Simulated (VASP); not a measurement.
Consider the following.

```
WSi2
1.0
   -1.62133     1.62133     3.94664
    1.62133    -1.62133     3.94664
    1.62133     1.62133    -3.94664
Si W
2 1
Cartesian
  1.62133   1.62133   1.30746
  0.00000   0.00000   2.63918
  1.62133   1.62133   3.94664
```

These are RPBE GGA, VASP's PBE PAW potentials (set 64) (plane waves; VASP) values and carry that method's errors. Run with 520 eV cut-off, 15×15×15 Γ-centred mesh, tetrahedra with Blöchl corrections, potentials Si W_sv.

The cores are frozen, which limits the accuracy of field gradients.

### Question
Give the principal components of the electric field gradient (V/Å²) and the asymmetry η at each nucleus.

### Answer

| atom | Vxx | Vyy | Vzz | η |
|---|---|---|---|---|
| Si1 | 4.7 | 4.7 | -9.3 | 0.00 |
| Si2 | 4.7 | 4.7 | -9.3 | 0.00 |
| W3 | 67.7 | 67.7 | -135.4 | 0.00 |

The compound is WSi2 in the MoSi2 type structure. It was relaxed first.
